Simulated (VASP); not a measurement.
MgO (rock salt): the mBJ gap over mesh and path against the volume, with the cell scaled uniformly; LDA's own equilibrium is at 8.906 Å³/atom. VASP (PAW), 520 eV cut-off, 12×12×12 Γ-centred mesh, Gaussian smearing of 0.050 eV, potentials Mg O. mBJ is a potential without an energy functional, so only the levels count. Fit the value as a straight line in ln V.

```json
[
 {"V (Å³/atom)": "7.837", "mBJ gap over mesh and path (eV)": "8.664"},
 {"V (Å³/atom)": "8.104", "mBJ gap over mesh and path (eV)": "8.260"},
 {"V (Å³/atom)": "8.371", "mBJ gap over mesh and path (eV)": "7.885"},
 {"V (Å³/atom)": "8.639", "mBJ gap over mesh and path (eV)": "7.533"},
 {"V (Å³/atom)": "8.906", "mBJ gap over mesh and path (eV)": "7.205"},
 {"V (Å³/atom)": "9.173", "mBJ gap over mesh and path (eV)": "6.895"}
]
```

Q: Fit the rows as the text says and predict the value at 9.44.

A: The slope against ln V is -11.23 eV, the volume deformation potential of this gap. The line misses the rows by up to 0.021 and gives 6.553 at 9.44. The run gave 6.603, +0.050 from the line.

Left out are failed runs and those whose mesh is unfit for this quantity.

The compound is MgO in the rock salt structure.
